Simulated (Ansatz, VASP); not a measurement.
# SnSe2 in two plane-wave programs, part 2 of 2

Wanted: the spread between two codes on one cell, functional and k mesh. The cell is taken from a series of runs on this material, whose earlier steps may have relaxed, scaled, displaced or heated it; both programs get it as it stands.

VASP 6.6.1 and Ansatz 0.2.0.

So far: Set-up; Ansatz: zone-centre phonons, PBEsol with D3(BJ).

### 3. VASP: zone-centre phonons, PBEsol with D3(BJ)

Level of this step: PBEsol with D3(BJ); plane waves and PAW (Se, Sn_d) (VASP).

The same cell, functional, mesh and smearing now go to VASP, with its own data sets.

Lines of VASP's logs that name or quote its potential files are left out, and so is its time.

Input file INCAR:

```
SYSTEM = SnSe2
PREC = Accurate
ENCUT = 500
EDIFF = 1E-08
NELM = 120
ISMEAR = 0
SIGMA = 0.02
LREAL = .FALSE.
ALGO = Normal
GGA = PS
IVDW = 12
NBANDS = 19
LORBIT = 11
LWAVE = .FALSE.
LCHARG = .FALSE.
ISIF = 2
IBRION = 6
NFREE = 2
POTIM = 0.015
NSW = 1
LASPH = .TRUE.
GGA_COMPAT = .FALSE.
KPAR = 2
```

Input file POSCAR:

```
SnSe2
1.0
    3.7272812825      0.0000000000      0.0000000000
   -1.8636406412      3.2279202777      0.0000000000
    0.0000000000      0.0000000000      5.3657208422
Se Sn
2 1
Direct
    0.3333333333      0.6666666667      0.2954596966
    0.6666666667      0.3333333333      0.7045403034
    0.0000000000      0.0000000000      0.0000000000
```

Input file KPOINTS:

```
Automatic mesh
0
Gamma
12 12 6
0 0 0
```

Potentials, in the order of the species: Se and Sn_d (PBE family, release 64).

Launch:

```sh
> mpirun -np 2 vasp_std
```

Numbers of over 12 decimals in the logs are rounded to 6 here.

Output:

```text
[banner, memory and clock lines left out]
running    2 mpi-ranks, on    1 nodes
 distrk:  each k-point on    1 cores,    2 groups
 distr:  one band on    1 cores,    1 groups

 POSCAR found type information on POSCAR SeSn
 POSCAR found :  2 types and       3 ions
|                                                                             |
|               ----> ADVICE to this user running VASP <----                  |
|                                                                             |
|     You enforced a specific xc type in the INCAR file but a different       |
|     [... a line on the potential file left out ...]
|     I HOPE YOU KNOW WHAT YOU ARE DOING!                                     |
|                                                                             |

 LDA part: xc-table for (Slater+PW92), standard interpolation
 POSCAR, INCAR and KPOINTS ok, starting setup
 FFT: planning ... GRIDC
 FFT: planning ... GRID_SOFT
 FFT: planning ... GRID
 WAVECAR not read
 entering main loop
       N       E                     dE             d eps       ncg     rms          rms(c)
DAV:   1     0.200646240339E+03    0.20065E+03   -0.12245E+04  3910   0.162E+03
DAV:   2     0.892845160041E+01   -0.19172E+03   -0.18507E+03  4048   0.401E+02
DAV:   3    -0.121894993918E+02   -0.21118E+02   -0.20525E+02  4699   0.114E+02
DAV:   4    -0.128978356908E+02   -0.70834E+00   -0.70567E+00  4532   0.208E+01
DAV:   5    -0.129125717820E+02   -0.14736E-01   -0.14734E-01  4938   0.329E+00    0.593E+00
DAV:   6    -0.127279604248E+02    0.18461E+00   -0.34503E-01  5643   0.705E+00    0.373E+00
DAV:   7    -0.127032518425E+02    0.24709E-01   -0.11570E-01  4610   0.251E+00    0.925E-01
DAV:   8    -0.127021486709E+02    0.11032E-02   -0.83940E-03  4776   0.894E-01    0.260E-01
DAV:   9    -0.127020651386E+02    0.83532E-04   -0.11250E-03  4043   0.235E-01    0.712E-02
DAV:  10    -0.127020669996E+02   -0.18609E-05   -0.10014E-04  4609   0.766E-02    0.231E-02
DAV:  11    -0.127020731809E+02   -0.61813E-05   -0.16524E-05  3962   0.248E-02    0.797E-03
DAV:  12    -0.127020736343E+02   -0.45341E-06   -0.86435E-07  4455   0.751E-03    0.399E-03
DAV:  13    -0.127020735819E+02    0.52437E-07   -0.27553E-07  4334   0.455E-03    0.894E-04
DAV:  14    -0.127020735755E+02    0.64024E-08   -0.28165E-08  4041   0.140E-03
   1 F= -.13889581E+02 E0= -.13889531E+02  d E =-.996880E-04
[... from here on, the cycles between the ionic steps are left out ...]
   2 F= -.13888979E+02 E0= -.13888932E+02  d E =-.935980E-04
   3 F= -.13888979E+02 E0= -.13888932E+02  d E =-.936012E-04
   4 F= -.13888838E+02 E0= -.13888773E+02  d E =-.131515E-03
   5 F= -.13888186E+02 E0= -.13888136E+02  d E =-.989278E-04
   6 F= -.13888863E+02 E0= -.13888813E+02  d E =-.996767E-04
   7 F= -.13888863E+02 E0= -.13888813E+02  d E =-.996768E-04
   8 F= -.13887877E+02 E0= -.13887827E+02  d E =-.996607E-04
 Finite differences progress:
  Degree of freedom:   4/  4
  Displacement:        1/  2
  Total:               7/  8
 bond charge predicted
       N       E                     dE             d eps       ncg     rms          rms(c)
DAV:   1    -0.126894223491E+02    0.10948E-01   -0.43684E+00  4931   0.117E+01    0.417E-01
DAV:   2    -0.127003723143E+02   -0.10950E-01   -0.12308E-01  5119   0.253E+00    0.159E-01
DAV:   3    -0.127004225312E+02   -0.50217E-04   -0.19824E-03  4566   0.378E-01    0.937E-02
DAV:   4    -0.127003778726E+02    0.44659E-04   -0.14789E-04  5467   0.999E-02    0.497E-02
DAV:   5    -0.127003706938E+02    0.71787E-05   -0.43488E-05  4437   0.520E-02    0.156E-02
DAV:   6    -0.127003703319E+02    0.36197E-06   -0.76232E-06  4496   0.158E-02    0.766E-03
DAV:   7    -0.127003703538E+02   -0.21890E-07   -0.25995E-06  4224   0.133E-02    0.196E-03
DAV:   8    -0.127003703620E+02   -0.82655E-08   -0.19558E-07  4223   0.386E-03    0.586E-04
DAV:   9    -0.127003703704E+02   -0.83305E-08   -0.87874E-09  2355   0.672E-04
   9 F= -.13887877E+02 E0= -.13887827E+02  d E =-.996607E-04
 Finite differences progress:
  Degree of freedom:   4/  4
  Displacement:        2/  2
  Total:               8/  8
```

Parts of OUTCAR (step 3):

```text
ion  position               nearest neighbor table
   1  0.333  0.667  0.295-   3 2.67   3 2.67   3 2.67
   2  0.667  0.333  0.705-   3 2.67   3 2.67   3 2.67
   3  0.000  0.000  0.000-   1 2.67   2 2.67   1 2.67   2 2.67   2 2.67   1 2.67

  LATTYP: Found a hexagonal cell.
 ALAT       =     3.7272812825
 C/A-ratio  =     1.4395803363

 Subroutine GETGRP returns: Found 12 space group operations
 (whereof 12 operations were pure point group operations)

The static configuration has the point symmetry D_3d.

 Found    100 irreducible k-points:

   k-points           NKPTS =    100   k-points in BZ     NKDIM =    100   number of bands    NBANDS=     19

   dimension x,y,z NGX =    28 NGY =   28 NGZ =   40
   dimension x,y,z NGXF=    56 NGYF=   56 NGZF=   80

   ENCUT  =  500.0 eV  36.75 Ry    6.06 a.u.   6.80  6.80  9.78*2*pi/ulx,y,z

   NELECT =      26.0000    total number of electrons

 k-points in reciprocal lattice and weights: Automatic mesh
   0.00000000  0.00000000  0.00000000       0.001
   0.08333333 -0.00000000  0.00000000       0.007
   0.16666667 -0.00000000  0.00000000       0.007
   0.25000000 -0.00000000  0.00000000       0.007
   0.33333333 -0.00000000  0.00000000       0.007
   0.41666667  0.00000000  0.00000000       0.007
   0.50000000 -0.00000000  0.00000000       0.003
   0.08333333  0.08333333  0.00000000       0.007
   0.16666667  0.08333333  0.00000000       0.014
[...]
0.33333333  0.25000000  0.50000000       0.014
   0.33333333  0.33333333  0.50000000       0.002

 Edisp (eV)   -1.18751

 average (electrostatic) potential at core
       1 -51.4235       2 -51.4925       3-100.3149

 E-fermi :   6.7599

 k-point     1 :       0.0000    0.0000    0.0000
  band No.  band energies     occupation
    ...
      9       5.3123      2.00000
     10       5.3123      2.00000
     11       5.6223      2.00000
     12       5.6223      2.00000
     13       6.6050      2.00000
     14       7.3552      0.00000
     15       9.4914      0.00000
     16      11.1858      0.00000
     17      11.1858      0.00000
     18      14.5000      0.00000
    ...

 k-point     2 :       0.0833   -0.0000    0.0000
  band No.  band energies     occupation
    ...
      8      -1.0770      2.00000
      9       4.3353      2.00000
     10       4.8655      2.00000
     11       5.1565      2.00000
     12       5.9580      2.00000
     13       6.8855      0.00000
     14       8.1250      0.00000
     15       9.7366      0.00000
     16      10.7915      0.00000
     17      11.2141      0.00000
    ...

 k-point     3 :       0.1667   -0.0000    0.0000
  band No.  band energies     occupation
    ...
      8      -0.9050      2.00000
      9       2.9775      2.00000
     10       4.2528      2.00000
     11       4.2844      2.00000
     12       6.2305      2.00000
     13       6.8352      0.00000
     14       8.8343      0.00000
     15      10.0556      0.00000
     16      10.8021      0.00000
     17      11.2333      0.00000
    ...

 Edisp (eV)   -1.18751

  Total       2.58023     2.58023     2.58682     0.00000    -0.00000     0.00000
  in kB      64.03622    64.03622    64.19977     0.00000    -0.00000     0.00000
  external pressure =       64.09 kB  Pullay stress =        0.00 kB

  energy-cutoff  :      500.00
  volume of cell :       64.56
      direct lattice vectors                 reciprocal lattice vectors
     3.727281282  0.000000000  0.000000000     0.268292067  0.154898497  0.000000000
    -1.863640641  3.227920278  0.000000000     0.000000000  0.309796994  0.000000000
     0.000000000  0.000000000  5.365720842     0.000000000  0.000000000  0.186368249

 POSITION                                       TOTAL-FORCE (eV/Angst)
 -----------------------------------------------------------------------------------
     -0.00000      2.15195      1.58535         0.000000     -0.000000     -0.090722
      1.86364      1.07597      3.78037        -0.000000     -0.000000     -0.136544
      0.00000      0.00000     -0.01500         0.000000      0.000000      0.227266
 -----------------------------------------------------------------------------------
    total drift:                                0.000001     -0.000000      0.000456

  FREE ENERGIE OF THE ION-ELECTRON SYSTEM (eV)
  ---------------------------------------------------
  free  energy   TOTEN  =       -13.8878765476 eV

  energy  without entropy=      -13.8877768869  energy(sigma->0) =      -13.88782672

 Eigenvectors and eigenvalues of the dynamical matrix
 ----------------------------------------------------

   1 f  =    7.389925 THz    46.432269 2PiTHz  246.501370 cm-1    30.562261 meV
             X         Y         Z           dx          dy          dz
     -0.000000  2.151947  1.585354     0.000000    0.000000    0.463041
      1.863641  1.075973  3.780367     0.000000    0.000000    0.463041
      0.000000  0.000000  0.000000    -0.000000   -0.000000   -0.755769

   2 f  =    5.913937 THz    37.158360 2PiTHz  197.267694 cm-1    24.458066 meV
             X         Y         Z           dx          dy          dz
     -0.000000  2.151947  1.585354    -0.000000   -0.000000   -0.707107
      1.863641  1.075973  3.780367    -0.000000   -0.000000    0.707107
      0.000000  0.000000  0.000000     0.000000    0.000000   -0.000000

   3 f  =    4.815232 THz    30.254998 2PiTHz  160.618866 cm-1    19.914192 meV
             X         Y         Z           dx          dy          dz
     -0.000000  2.151947  1.585354    -0.312085   -0.343186    0.000000
      1.863641  1.075973  3.780367    -0.312085   -0.343186   -0.000000
      0.000000  0.000000  0.000000     0.507790    0.558393   -0.000000

   4 f  =    4.815232 THz    30.254998 2PiTHz  160.618866 cm-1    19.914192 meV
             X         Y         Z           dx          dy          dz
     -0.000000  2.151947  1.585354     0.343186   -0.312085   -0.000000
      1.863641  1.075973  3.780367     0.343186   -0.312085   -0.000000
      0.000000  0.000000  0.000000    -0.558393    0.507790   -0.000000

   5 f  =    4.814758 THz    30.252017 2PiTHz  160.603042 cm-1    19.912230 meV
             X         Y         Z           dx          dy          dz
     -0.000000  2.151947  1.585354    -0.475732   -0.523143   -0.000000
      1.863641  1.075973  3.780367     0.475732    0.523143    0.000000
      0.000000  0.000000  0.000000    -0.000000    0.000000   -0.000000

   6 f  =    4.814758 THz    30.252017 2PiTHz  160.603042 cm-1    19.912230 meV
             X         Y         Z           dx          dy          dz
     -0.000000  2.151947  1.585354    -0.523143    0.475732    0.000000
      1.863641  1.075973  3.780367     0.523143   -0.475732   -0.000000
      0.000000  0.000000  0.000000    -0.000000    0.000000   -0.000000

   7 f/i=    0.002357 THz     0.014810 2PiTHz    0.078626 cm-1     0.009748 meV
             X         Y         Z           dx          dy          dz
     -0.000000  2.151947  1.585354    -0.000000    0.000000   -0.534409
      1.863641  1.075973  3.780367    -0.000000    0.000000   -0.534409
      0.000000  0.000000  0.000000    -0.000000    0.000000   -0.654838

   8 f/i=    0.005923 THz     0.037213 2PiTHz    0.197559 cm-1     0.024494 meV
             X         Y         Z           dx          dy          dz
     -0.000000  2.151947  1.585354     0.279676   -0.454542   -0.000000
      1.863641  1.075973  3.780367     0.279676   -0.454542   -0.000000
      0.000000  0.000000  0.000000     0.343775   -0.558718   -0.000000

   9 f/i=    0.005923 THz     0.037213 2PiTHz    0.197559 cm-1     0.024494 meV
             X         Y         Z           dx          dy          dz
     -0.000000  2.151947  1.585354    -0.454542   -0.279676   -0.000000
      1.863641  1.075973  3.780367    -0.454542   -0.279676   -0.000000
      0.000000  0.000000  0.000000    -0.558718   -0.343775   -0.000000

 ELASTIC MODULI CONTR FROM IONIC RELAXATION (kBar)
 Direction    XX          YY          ZZ          XY          YZ          ZX
 --------------------------------------------------------------------------------
 XX        -112.5767    -54.9782   -204.5890     -0.0000     83.3582      0.0000
 YY         -54.9782   -112.5767   -204.5890     -0.0000    -83.3582     -0.0000
 ZZ        -204.5890   -204.5890   -499.6169     -0.0000      0.0000      0.0000
 XY          -0.0000     -0.0000     -0.0000    -28.7993     -0.0000     83.3582
 YZ          83.3582    -83.3582      0.0000     -0.0000   -241.2767     -0.0000
 ZX           0.0000     -0.0000      0.0000     83.3582     -0.0000   -241.2766
 --------------------------------------------------------------------------------

 total charge
# of ion       s       p       d       tot
------------------------------------------
    1        1.498   2.303   0.045   3.846
    2        1.498   2.303   0.045   3.846
    3        1.094   1.087  10.118  12.299
--------------------------------------------------
tot          4.090   5.693  10.208  19.992

[... 3 further parts left out ...]
```

Levels, forces or a CONTCAR printed for this step are those of its last displaced cell, not of the structure at rest.

### 4. Differences

Known differences besides the potentials themselves: the data sets hold 46 valence electrons in Ansatz (on its PAW soft_1 files) and 26 in VASP; the cutoff is 420 eV in Ansatz and 500 eV in VASP; Ansatz makes its cores anew for this functional, VASP keeps those of its PBE data sets; Ansatz takes the dispersion share of the force constants at frozen C6 weights, VASP differentiates the full forces; VASP uses finite displacements, Ansatz perturbation theory. Total energies have different zeros and are not compared.

Both answers:

```tsv
quantity	Ansatz	VASP	difference
optical mode 1 to 2 (cm⁻¹)	160.2	160.6	-0.27 %
optical mode 3 to 4 (cm⁻¹)	160.5	160.6	-0.09 %
optical mode 5 (cm⁻¹)	198.2	197.3	+0.45 %
optical mode 6 (cm⁻¹)	245.6	246.5	-0.35 %
```

Modes are paired by rising frequency, not by their patterns, so a pair may set unlike modes beside each other; they are those without the splitting of longitudinal modes.

### 5. Outcome

```
r.m.s. difference of the optical zone-centre modes, each program's sorted by frequency (zone-centre phonons, PBEsol with D3(BJ)) : 0.57 cm⁻¹
```

**Reading.** The r.m.s. difference of the optical zone-centre modes, each program's sorted by frequency is 0.57 cm⁻¹ (zone-centre phonons, PBEsol with D3(BJ)). The data sets hold unlike numbers of valence electrons (46 in Ansatz and 26 in VASP), so part of the differences comes from the potentials. Such differences can come from data sets, numerical settings and the points named under the comparisons, not from the functional's error against experiment.

[Lines on the potential files, build, host, timing and source positions are cut from VASP's logs without a mark.]

[Logs are printed without paths, hosts, clocks, repeated set-up lines and the standing remarks that a program may print on its own settings, such as how far it seeks lower states.]

[Hosts, paths, dates, database ids (printed as entryN), source tags and the programs' standing remarks are cut or masked in the printed files.]
